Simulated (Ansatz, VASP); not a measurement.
# Si4F: VASP beside Ansatz, part 2 of 2

Aim: how closely do two programs agree when they are given the same cell, functional and k mesh? The cell is taken from a series of runs on this material, whose earlier steps may have relaxed, scaled, displaced or heated it; both programs get it as it stands.

VASP 6.6.1 and Ansatz, in part a development build.

So far: Set-up; Ansatz: single point, HSE06.

## Step 3: VASP: single point, HSE06

Level of this step: HSE06; plane waves and PAW (Si, F) (VASP).

The same cell, functional and mesh now go to VASP, with its own data sets.

Lines of VASP's logs that name or quote its potential files are left out, and so is its time.

The run reads the wave functions of an earlier VASP run, which isn't shown here.

The input, INCAR:

```
SYSTEM = Si4F
PREC = Accurate
ENCUT = 520
EDIFF = 1E-06
NELM = 100
ISMEAR = 0
SIGMA = 0.01
LREAL = .FALSE.
ALGO = Normal
LHFCALC = .TRUE.
AEXX = 0.25
GGA = PE
HFSCREEN = 0.208
LASPH = .TRUE.
NBANDS = 33
PRECFOCK = Fast
LORBIT = 11
LWAVE = .FALSE.
LCHARG = .FALSE.
ISIF = 2
LDIPOL = .TRUE.
IDIPOL = 3
DIPOL = 0.5 0.5 0.5
LVHAR = .TRUE.
```

The input, POSCAR:

```
Si4F
1.0
    3.8018939593      0.0000000000      0.0000000000
   -1.9009469797      3.2925367513      0.0000000000
    0.0000000000      0.0000000000     49.8000000000
Si F
8 2
Direct
    0.3333333333      0.6666666667      0.3987399383
    0.9999999999      0.0000000001      0.4138656873
    0.9999999999      0.0000000001      0.4608315160
    0.6666666666      0.3333333334      0.4765592455
    0.6666666666      0.3333333334      0.5234407545
    0.3333333333      0.6666666667      0.5391684840
    0.3333333333      0.6666666667      0.5861343127
    0.9999999999      0.0000000001      0.6012600617
    0.3333333333      0.6666666667      0.3666187181
    0.9999999999      0.0000000001      0.6333812819
```

The input, KPOINTS:

```
Automatic mesh
0
Gamma
6 6 1
0 0 0
```

PAW data sets: Si and F (PBE family, release 64).

Started as:

```console
export OMP_NUM_THREADS=3
mpirun -np 1 vasp_std
```

Numbers of over 12 decimals in the logs are rounded to 6 here.

The log of the run:

```text
[banner, memory and clock lines left out]
running    1 mpi-ranks, on    1 nodes
 distrk:  each k-point on    1 cores,    1 groups
 distr:  one band on    1 cores,    1 groups
 Offloading initialized ...    1 GPUs detected
 POSCAR found type information on POSCAR SiF
 POSCAR found :  2 types and      10 ions
 LDA part: xc-table for (Slater+PW92), standard interpolation
 found WAVECAR, reading the header
 POSCAR, INCAR and KPOINTS ok, starting setup
 FFT: planning ... GRIDC
 FFT: planning ... GRID_SOFT
 FFT: planning ... GRID
 reading WAVECAR
 the WAVECAR file was read successfully
 initial charge from wavefunction
 entering main loop
       N       E                     dE             d eps       ncg     rms          rms(c)
DAV:   1    -0.637450980487E+02   -0.63745E+02   -0.16399E+00   519   0.842E+00    0.677E+00
DAV:   2    -0.637734550613E+02   -0.28357E-01   -0.22312E-01   547   0.215E+00    0.477E+00
DAV:   3    -0.637646620175E+02    0.87930E-02   -0.21969E-02   619   0.123E+00    0.295E+00
DAV:   4    -0.637641321574E+02    0.52986E-03   -0.12021E-02   563   0.632E-01    0.171E+00
DAV:   5    -0.637634203962E+02    0.71176E-03   -0.66963E-04   600   0.148E-01    0.953E-01
DAV:   6    -0.637631433152E+02    0.27708E-03   -0.32995E-04   554   0.108E-01    0.542E-01
DAV:   7    -0.637630411207E+02    0.10219E-03   -0.33628E-05   624   0.488E-02    0.313E-01
DAV:   8    -0.637629981418E+02    0.42979E-04   -0.30345E-05   634   0.451E-02    0.179E-01
DAV:   9    -0.637629887771E+02    0.93647E-05   -0.23368E-05   634   0.337E-02    0.989E-02
DAV:  10    -0.637629929650E+02   -0.41879E-05   -0.70917E-06   585   0.205E-02    0.559E-02
DAV:  11    -0.637630018819E+02   -0.89170E-05   -0.36616E-06   563   0.152E-02    0.321E-02
DAV:  12    -0.637630115443E+02   -0.96624E-05   -0.28264E-06   545   0.130E-02    0.188E-02
DAV:  13    -0.637630215811E+02   -0.10037E-04   -0.21760E-06   482   0.115E-02    0.113E-02
DAV:  14    -0.637630300306E+02   -0.84495E-05   -0.20783E-06   505   0.102E-02    0.746E-03
DAV:  15    -0.637630383750E+02   -0.83444E-05   -0.13737E-06   443   0.857E-03    0.563E-03
DAV:  16    -0.637630449818E+02   -0.66068E-05   -0.11151E-06   425   0.752E-03    0.477E-03
DAV:  17    -0.637630503490E+02   -0.53672E-05   -0.88597E-07   403   0.669E-03    0.431E-03
DAV:  18    -0.637630548500E+02   -0.45010E-05   -0.75812E-07   401   0.601E-03    0.400E-03
DAV:  19    -0.637630582956E+02   -0.34456E-05   -0.59074E-07   386   0.536E-03    0.375E-03
DAV:  20    -0.637630609832E+02   -0.26876E-05   -0.51141E-07   393   0.489E-03    0.355E-03
DAV:  21    -0.637630628406E+02   -0.18574E-05   -0.42206E-07   363   0.446E-03    0.336E-03
DAV:  22    -0.637630643578E+02   -0.15172E-05   -0.36774E-07   368   0.410E-03    0.320E-03
DAV:  23    -0.637630653033E+02   -0.94553E-06   -0.31664E-07   346   0.376E-03
   1 F= -.63763065E+02 E0= -.63763065E+02  d E =-.913466E-20
```

From OUTCAR (step 3):

```text
ion  position               nearest neighbor table
   1  0.333  0.667  0.399-   9 1.60   2 2.32   2 2.32   2 2.32
   2  1.000  0.000  0.414-   1 2.32   1 2.32   1 2.32   3 2.34
   3  1.000  0.000  0.461-   4 2.33   4 2.33   4 2.33   2 2.34
   4  0.667  0.333  0.477-   3 2.33   3 2.33   3 2.33   5 2.33
   5  0.667  0.333  0.523-   6 2.33   6 2.33   6 2.33   4 2.33
   6  0.333  0.667  0.539-   5 2.33   5 2.33   5 2.33   7 2.34
   7  0.333  0.667  0.586-   8 2.32   8 2.32   8 2.32   6 2.34
   8  1.000  0.000  0.601-  10 1.60   7 2.32   7 2.32   7 2.32
   9  0.333  0.667  0.367-   1 1.60
  10  1.000  0.000  0.633-   8 1.60

  LATTYP: Found a hexagonal cell.
 ALAT       =     3.8018939593
 C/A-ratio  =    13.0987346131

 Subroutine GETGRP returns: Found 12 space group operations
 (whereof  6 operations were pure point group operations)

The static configuration has the point symmetry C_3v.
 The point group associated with its full space group is D_3d.

 Found      7 irreducible k-points:

   k-points           NKPTS =      7   k-points in BZ     NKDIM =     36   number of bands    NBANDS=     33

   dimension x,y,z NGX =    28 NGY =   28 NGZ =  378
   dimension x,y,z NGXF=    56 NGYF=   56 NGZF=  756

   ENCUT  =  520.0 eV  38.22 Ry    6.18 a.u.   7.07  7.07 92.59*2*pi/ulx,y,z

   NELECT =      46.0000    total number of electrons

 k-points in reciprocal lattice and weights: Automatic mesh
   0.00000000  0.00000000  0.00000000       0.028
   0.16666667  0.00000000  0.00000000       0.167
   0.33333333  0.00000000  0.00000000       0.167
   0.50000000  0.00000000  0.00000000       0.083
   0.16666667  0.16666667  0.00000000       0.167
   0.33333333  0.16666667  0.00000000       0.333
   0.33333333  0.33333333  0.00000000       0.056

  exchange ACFDT corr.  =         0.00000000  see jH, gK, PRB 81, 115126

 dipolmoment           0.000000      0.000000     -0.000007 electrons x Angstroem

 average (electrostatic) potential at core
       1 -89.0283       2 -88.2317       3 -88.6262       4 -88.5981       5 -88.5981
       6 -88.6262       7 -88.2317       8 -89.0283       9 -76.2592      10 -76.2592

 E-fermi :  -3.5182

 k-point     1 :       0.0000    0.0000    0.0000
  band No.  band energies     occupation
    ...
     19      -4.3882      2.00000
     20      -3.8602      2.00000
     21      -3.8602      2.00000
     22      -3.5799      2.00000
     23      -3.5799      2.00000
     24      -1.3244      0.00000
     25      -1.1973      0.00000
     26      -0.8113      0.00000
     27      -0.5167      0.00000
     28       0.1683      0.00000
    ...

 k-point     2 :       0.1667    0.0000    0.0000
  band No.  band energies     occupation
    ...
     19      -5.4526      2.00000
     20      -4.9641      2.00000
     21      -4.9631      2.00000
     22      -4.3348      2.00000
     23      -3.9883      2.00000
     24      -1.1539      0.00000
     25      -0.8712      0.00000
     26      -0.5509      0.00000
     27       0.0150      0.00000
     28       0.2483      0.00000
    ...

 k-point     3 :       0.3333    0.0000    0.0000
  band No.  band energies     occupation
    ...
     19      -6.2867      2.00000
     20      -5.7453      2.00000
     21      -5.3566      2.00000
     22      -5.0478      2.00000
     23      -4.6688      2.00000
     24      -2.0176      0.00000
     25      -1.5737      0.00000
     26      -0.8211      0.00000
     27      -0.6244      0.00000
     28      -0.4985      0.00000
    ...

  Total        3.9604910      3.9604910      2.2735112     -0.0000000      0.0000000      0.0000000
  in kB       10.1788717     10.1788717      5.8431590     -0.0000000      0.0000000      0.0000000
  external PRESSURE =       8.7336341 kB  Pullay stress =       0.0000000 kB

  energy-cutoff  :      520.00
  volume of cell :      623.39
      direct lattice vectors                 reciprocal lattice vectors
     3.801893959  0.000000000  0.000000000     0.263026799  0.151858593 -0.000000000
    -1.900946980  3.292536751  0.000000000     0.000000000  0.303717187  0.000000000
     0.000000000  0.000000000 49.800000000     0.000000000 -0.000000000  0.020080321

 POSITION                                       TOTAL-FORCE (eV/Angst)
 -----------------------------------------------------------------------------------
     -0.00000      2.19502     19.85725        -0.000000      0.000000      0.077697
      3.80189      0.00000     20.61051         0.000000     -0.000000      0.035792
      3.80189      0.00000     22.94941         0.000000     -0.000000     -0.008550
      1.90095      1.09751     23.73265        -0.000000      0.000000      0.002279
      1.90095      1.09751     26.06735         0.000000      0.000000     -0.002279
     -0.00000      2.19502     26.85059        -0.000000      0.000000      0.008550
     -0.00000      2.19502     29.18949        -0.000000      0.000000     -0.035792
      3.80189      0.00000     29.94275        -0.000000      0.000000     -0.077697
     -0.00000      2.19502     18.25761         0.000000     -0.000000     -0.263662
      3.80189      0.00000     31.54239        -0.000000      0.000000      0.263662
 -----------------------------------------------------------------------------------
    total drift:                                0.000001      0.000000     -0.000035

  FREE ENERGIE OF THE ION-ELECTRON SYSTEM (eV)
  ---------------------------------------------------
  free  energy   TOTEN  =       -63.7630653033 eV

  energy  without entropy=      -63.7630653033  energy(sigma->0) =      -63.76306530

 vacuum level on the upper side and lower side of the slab         3.373         3.374

 total charge
# of ion       s       p       d       tot
------------------------------------------
    1        0.744   0.947   0.000   1.692
    2        0.763   1.021   0.000   1.784
    3        0.759   0.980   0.000   1.739
    4        0.759   0.983   0.000   1.742
    5        0.759   0.983   0.000   1.742
    6        0.759   0.980   0.000   1.739
    7        0.763   1.021   0.000   1.784
    8        0.744   0.947   0.000   1.692
    9        1.756   4.416   0.000   6.171
   10        1.756   4.416   0.000   6.171
--------------------------------------------------
tot          9.562  16.693   0.000  26.256

[... 3 further parts left out ...]
```

## Step 4: Side by side

Known differences besides the potentials themselves: exact exchange at q = 0 is treated differently, which shows on coarse meshes; VASP keeps PBE cores, Ansatz makes them for the functional; fixed occupations in Ansatz, narrow Gaussian smearing in VASP; Ansatz cuts the interaction across the vacuum, VASP repeats the sheet with a dipole correction; the cutoff is 420 eV in Ansatz and 520 eV in VASP; VASP takes a coarser grid for exact exchange (PRECFOCK = Fast). Total energies have different zeros and are not compared.

The two programs side by side:

```
              quantity  Ansatz   VASP  difference
gap on the k mesh (eV)   1.376  1.389      -0.014
```

A gap on the mesh is an upper bound, since the band edges may lie between its points. With vacuum in the cell, a pressure given here is an average over mostly empty space and none of the material.

## Step 5: Outcome

```yaml
difference_in_gap_on_the_k_mesh_single_point_hse06: -0.014 eV
```

In words: The difference in gap on the k mesh is -0.014 eV (single point, HSE06), within the 0.08 eV picked in this series as the mark of a large difference. How closely two codes agree says nothing of how well the functional describes the real material.

[Lines on the potential files, build, host, timing and source positions are cut from VASP's logs without a mark.]

[Logs are printed without paths, hosts, clocks, repeated set-up lines and the standing remarks that a program may print on its own settings, such as how far it seeks lower states.]

[Hosts, paths, dates, database ids (printed as entryN), source tags and the programs' standing remarks are cut or masked in the printed files.]
